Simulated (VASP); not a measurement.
Set up this calculation in VASP 6.6.1, as the native input.

| Item | Value |
| --- | --- |
| Task | relaxation of cell and atoms |
| Functional | PBE |
| Potentials or basis | VASP PAW PBE potentials, release 64 (Cd, Sb, O) |
| Cutoff | 520 eV |
| k mesh | 5 × 5 × 5 |
| Occupations | gaussian, width 0.15 eV |
| Spin | no spin polarisation |
| Further INCAR settings | PREC = Normal; ALGO = Fast; EDIFF = 0.0001; IBRION = 2; EDIFFG = -0.08; NSW = 24; ISIF = 3 |

The structure of CdSb2O4 lies in POSCAR:

```
CdSb2O4
1.0
   -2.0654803000      2.0654803000      6.2452121000
    2.0654803000     -2.0654803000      6.2452121000
    2.0654803000      2.0654803000     -6.2452121000
Cd Sb O
1 2 4
Direct
    0.0000000000      0.0000000000      0.0000000000
    0.3479380000      0.3479380000      0.0000000000
    0.6520620000      0.6520620000      0.0000000000
    0.5000000000      0.0000000000      0.5000000000
    0.7500000000      0.2500000000      0.5000000000
    0.0000000000      0.5000000000      0.5000000000
    0.2500000000      0.7500000000      0.5000000000
```

The cell was built by a generator and needn't be a form met in nature.

One way to write it, as run:

INCAR

```
SYSTEM = CdSb2O4
PREC = Normal
ENCUT = 520
EDIFF = 1E-4
ISMEAR = 0
SIGMA = 0.15
LREAL = .False.
LASPH = .True.
NELM = 60
ALGO = Fast
ISIF = 3
LWAVE = .False.
LCHARG = .False.
GGA = PE
IBRION = 2
NSW = 24
EDIFFG = -0.08
KPAR = 4
```

KPOINTS

```
Automatic mesh
0
Gamma
  5 5 5
  0 0 0
```

Potentials or basis: VASP PAW PBE potentials, release 64 (Cd, Sb, O).

Command:

```console
$ cat potpaw_PBE.64/Cd/POTCAR potpaw_PBE.64/Sb/POTCAR potpaw_PBE.64/O/POTCAR > POTCAR
$ mpirun -np 4 vasp_std > vasp.out
```

Results of the run:

```json
{"Relaxed volume": "14.76 Å³/atom", "Relaxed cell": "a = 6.582 Å, b = 6.582 Å, c = 6.582 Å, α = 142.85°, β = 142.85°, γ = 53.55°", "Space group after relaxing (to 0.05 Å)": "I4/mmm (No. 139)", "Energy gained by relaxing": "26.8 meV/atom", "Ionic steps": "12", "Pressure after relaxing": "0.0 GPa", "Largest force after relaxing": "0.053 eV/Å", "Band gap on the k mesh": "none (metal or under the smearing width)"}
```

Caveat: the k mesh is coarse (spacing up to 0.43 Å⁻¹), so the values aren't converged.

Run time: 2.6 min on 4 MPI ranks on Intel(R) Xeon(R) Platinum 8259CL CPU @ 2.50GHz (Skylake/Cascade Lake), on a shared host, peak memory 0.28 GiB a rank.
